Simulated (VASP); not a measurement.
KTaO3: transverse stress against strain

KTaO3 (cubic perovskite, Pm-3m, 12.761 Å³/atom and stress up to 0.19 GPa in the relaxed cell, cube axes along x, y and z) under a strain ε along a cube axis (axis z), the other axes held. r2SCAN in VASP (plane waves, PAW), 600 eV, 8×8×8 Γ-centred mesh, Gaussian smearing 0.05 eV; ions are relaxed, or left where forces stay under 0.02 eV/Å, within the symmetry of each cell. Stress is positive for a compressed cell.

Here s stands for strain and y for stress xx.

```
strain (%)  stress xx (GPa)
----------  ---------------
-3.00                     ?
-1.50                  1.13
-1.00                  0.67
-0.50                  0.23
0.00                  -0.19
0.50                  -0.60
1.00                  -1.00
1.50                  -1.38
```

Q: Fit y against s with a straight line, and predict the withheld value at s = -3.00.

A: Means: s 0, y -0.163. About the means, the sum of products is -5.8500 and the sum of squares of s is 7.0000; the slope is their ratio. Least squares gives y = -0.163 - 0.8357·s. Residuals (row less fit): 0.039, -0.003, -0.025, -0.027, -0.019, -0.001, 0.037; standard error 0.030 (degrees of freedom: 5). The slope gives the elastic constant C12 = 84 ± 1 GPa (± standard error of the fit, which holds the terms cut off). At the withheld row, y = -0.163 - 0.8357 × (-3.0) = 2.344 GPa. The calculation gives 2.52 GPa, 0.176 GPa above the prediction (4.5 % of the range of y in the table). The row lies outside the fitted rows, so this is an extrapolation. From the scatter of the fitted rows alone, a prediction at this place has a standard error of 0.047 GPa, so the miss is 3.7 times that.

A polynomial of degree 2 through the 12 other runs of the series gives 2.51 there, so most of the miss is curvature that the fit leaves out. The primitive cell can neither tilt nor turn polar against its symmetry, as such crystals can under strain. Rows are the converged runs of the series near zero and its far end, less any whose ions stayed unrelaxed beside relaxed ones; series whose fitted rows scatter by over a few per cent of the range, as at a crossing or softening among them, aren't shown in this form. Most that stay on the fit to the last digits aren't either.
